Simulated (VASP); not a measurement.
Given:

```
CELL_PARAMETERS angstrom
      1.25500    -2.17372     0.00000
      1.25500     2.17372     0.00000
      0.00000     0.00000     4.07000
ATOMIC_POSITIONS crystal
  Co 0.33333 0.66667 0.25000
  Co 0.66667 0.33333 0.75000
```
Starting moments (μB, in the order of the record's atoms Co Co): 2.0 2.0.

Level of theory: PBE GGA, VASP's PBE PAW potentials (set 64) (plane waves; VASP). Settings: 300 eV cut-off, 13×13×7 Γ-centred mesh, Fermi-Dirac smearing of 0.14 eV, potentials Co.

Problem. Give the spin-up energies of bands 1 to 12 at the high-symmetry points, in eV from the Fermi level.

Solution. 
```csv
band,Γ,M,K,A,L,H
1,-8.79,-4.64,-4.21,-6.59,-4.87,-3.77
2,-5.03,-4.64,-3.84,-6.59,-4.87,-3.77
3,-2.59,-4.37,-3.84,-2.88,-3.68,-3.63
4,-2.56,-2.71,-3.56,-2.88,-3.68,-3.63
5,-2.56,-2.50,-2.82,-2.62,-1.80,-2.89
6,-2.26,-2.47,-2.82,-2.62,-1.80,-2.89
7,-2.26,-2.17,-1.92,-2.62,-1.08,-1.89
8,-1.92,-0.73,-0.96,-2.62,-1.08,-1.89
9,-1.92,-0.66,-0.96,-1.17,-0.64,-0.81
10,-0.87,-0.59,-0.87,-1.17,-0.64,-0.81
11,-0.87,1.24,4.38,-1.17,1.55,5.58
12,-0.11,3.20,5.16,-1.17,1.55,5.58
```

Problem. Give the spin-down energies of bands 1 to 12 at the high-symmetry points, in eV from the Fermi level.

Solution. 
```json
[
 {"band": "1", "Γ": "-8.80", "M": "-3.79", "K": "-2.88", "A": "-6.53", "L": "-3.85", "H": "-2.50"},
 {"band": "2", "Γ": "-4.10", "M": "-3.45", "K": "-2.78", "A": "-6.53", "L": "-3.85", "H": "-2.50"},
 {"band": "3", "Γ": "-0.97", "M": "-3.13", "K": "-2.78", "A": "-1.50", "L": "-2.30", "H": "-2.44"},
 {"band": "4", "Γ": "-0.92", "M": "-1.81", "K": "-2.57", "A": "-1.50", "L": "-2.30", "H": "-2.44"},
 {"band": "5", "Γ": "-0.92", "M": "-1.06", "K": "-1.32", "A": "-0.98", "L": "-0.05", "H": "-1.69"},
 {"band": "6", "Γ": "-0.57", "M": "-1.00", "K": "-1.32", "A": "-0.98", "L": "-0.05", "H": "-1.69"},
 {"band": "7", "Γ": "-0.57", "M": "-0.61", "K": "-0.31", "A": "-0.98", "L": "0.23", "H": "-0.18"},
 {"band": "8", "Γ": "-0.18", "M": "1.14", "K": "0.86", "A": "-0.98", "L": "0.23", "H": "-0.18"},
 {"band": "9", "Γ": "-0.15", "M": "1.26", "K": "0.86", "A": "0.69", "L": "1.24", "H": "1.03"},
 {"band": "10", "Γ": "-0.15", "M": "1.30", "K": "1.02", "A": "0.69", "L": "1.24", "H": "1.03"},
 {"band": "11", "Γ": "1.02", "M": "2.45", "K": "5.14", "A": "0.69", "L": "2.14", "H": "6.19"},
 {"band": "12", "Γ": "1.02", "M": "4.16", "K": "5.90", "A": "0.69", "L": "2.14", "H": "6.19"}
]
```

It has no gap at this level: it comes out as a metal or semimetal.

The structure is a typed Co crystal (P6_3/mmc). The cell was not relaxed at this level.
